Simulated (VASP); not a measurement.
**Fitting the PBE energy curve of YNb**

The structure is cubic, space group Fm-3m (No. 225). Conventional cell: a = 5.915 Å, b = 5.915 Å, c = 5.915 Å, α = 90.00°, β = 90.00°, γ = 90.00°. Y (site symmetry m-3m) has 6 Nb at 2.96 Å as nearest neighbours. Nb (site symmetry m-3m) has 6 Y at 2.96 Å as nearest neighbours.

The cell comes from a database or a generator and needn't be the stable form of this composition.

The cell was scaled at fixed shape and fractions and run with VASP, PBE PAW files Nb_sv, Y_sv, 520 eV; PBE, k mesh 8 × 8 × 8 on the cell of 2 atoms, fermi-dirac occupations of 0.05 eV, no spin polarisation, no spin-orbit coupling. Energies are those that the program minimises, any entropy of the smearing included. For a metal such a mesh isn't converged to the digits shown.

```csv
V (Å³/atom),energy over the lowest row (meV/atom)
24.3225,17.282
24.8400,7.383
25.3575,1.755
25.8750,0.000
26.3925,?
26.9100,6.852
27.4275,14.868
```

Problem. Fit the third-order Birch-Murnaghan form, give V0, B0 and B′, and predict the energy left open.

Solution. With y = (V0/V)^(2/3), E = E0 + (9 V0 B0/16) [(y - 1)³ B′ + (y - 1)² (6 - 4y)]. Least squares through the rows shown give V0 = 25.8633 Å³/atom, E0 = 0.001 meV, B0 = 55.03 GPa (1 eV/Å³ = 160.218 GPa) and B′ = 3.51, with a largest miss of 0.005 meV. At V = 26.3925 the form with these constants gives 1.805 meV; the run gave 1.798 meV an atom.
